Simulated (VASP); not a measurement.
Method: PBEsol GGA, VASP's PBE PAW potentials (set 64) (plane waves; VASP).

VASP ran on this input.

INCAR:
```
SYSTEM = CuZn
PREC = Accurate
ENCUT = 500
EDIFF = 1E-6
NELM = 100
ALGO = Normal
LREAL = .FALSE.
LASPH = .TRUE.
ISMEAR = 1
SIGMA = 0.1
GGA = PS
LMAXMIX = 4
LWAVE = .FALSE.
LCHARG = .FALSE.
IBRION = 2
ISIF = 3
NSW = 40
EDIFFG = -0.02
PSTRESS = 50
```

**POSCAR**
```
CuZn
1.0
  2.9127678091   0.0000000000   0.0000000000
  0.0000000000   2.9127678091   0.0000000000
  0.0000000000   0.0000000000   2.9127678091
Zn Cu
1 1
Cartesian
  1.4563839045   1.4563839045   1.4563839045
  0.0000000000   0.0000000000   0.0000000000
```

KPOINTS:
```
K-points
0
G
  12 12 12
0 0 0
```

POTCAR, in this order: Zn Cu (PBE.64 set). Program: vasp_std.

Task: What will the output report for the number of irreducible k-points (NKPTS), largest plane-wave count, number of space-group operations, FFT grid (NGX, NGY, NGZ)?

Result: 
```yaml
number of irreducible k-points (NKPTS): 84
largest_plane_wave_count: 647
number_of_space_group_operations: 48
FFT grid (NGX, NGY, NGZ): 24 × 24 × 24
```

The compound is CuZn in the CsCl type structure. This run relaxes it under an external pressure of 5 GPa. Symmetry was kept, so distortions that lower it aren't found. The electron count is odd and the run is not spin-polarised, which forces a metal.
